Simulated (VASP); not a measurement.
All values below come from r2SCAN meta-GGA, VASP's PBE PAW potentials (set 64) (plane waves; VASP).

A VASP calculation is set up with these files.

**POSCAR**
```
Na(211) slab
1
    3.6690083103     0.0000000000     0.0000000000
    0.0000000000     5.9914660620     0.0000000000
    0.0000000000     0.0000000000    25.2951501394
Na
6
Direct
  0.6323776735   0.7500000000   0.3347243461
  0.0015751957   0.2500000000   0.3971800014
  0.3329528388   0.7500000000   0.4647199202
  0.6670471612   0.2500000000   0.5352800798
  0.9984248043   0.7500000000   0.6028199986
  0.3676223265   0.2500000000   0.6652756539
```

### KPOINTS
```
kpoints
0
G
  8 5 1
```

### INCAR
```
ALGO = Normal
DIPOL = 0.5 0.5 0.5
EDIFF = 1E-6
ENCUT = 400
IDIPOL = 3
ISMEAR = 1
LASPH = .TRUE.
LCHARG = .FALSE.
LDIPOL = .TRUE.
LMIXTAU = .TRUE.
LORBIT = 11
LREAL = .FALSE.
LVHAR = .TRUE.
LWAVE = .FALSE.
METAGGA = R2SCAN
NELM = 100
NELMIN = 4
PREC = Normal
SIGMA = 0.1
SYSTEM = Na(211) slab
```

POTCAR, in this order: Na_pv (PBE.64 set). Program: vasp_std. Read from the step before: WAVECAR.

**Question.** Predict the energy per atom (σ→0), band gap (on the k-mesh).

**Answer.** 
```
Quantity                                                     Value
------------------------  ----------------------------------------
energy per atom (σ→0)                               -3.438 eV/atom
band gap (on the k-mesh)  none (metal, semimetal or under 0.01 eV)
```

**OSZICAR**
```
       N       E                     dE             d eps       ncg     rms          rms(c)
DAV:   1    -0.206307375158E+02   -0.20631E+02   -0.13851E-05   510   0.287E-02    0.259E-04
DAV:   2    -0.206307400534E+02   -0.25377E-05   -0.14386E-06   530   0.123E-02    0.124E-04
DAV:   3    -0.206307427981E+02   -0.27447E-05   -0.92239E-07   511   0.828E-03    0.120E-04
DAV:   4    -0.206307446834E+02   -0.18853E-05   -0.89107E-07   503   0.663E-03    0.736E-05
DAV:   5    -0.206307473692E+02   -0.26857E-05   -0.10462E-06   503   0.648E-03    0.861E-05
DAV:   6    -0.206307482058E+02   -0.83660E-06   -0.81680E-07   503   0.617E-03
   1 F= -.20630748E+02 E0= -.20630839E+02  d E =0.270950E-03
```

The cell is a thin slab with vacuum, built from Na (bcc): (211) face.
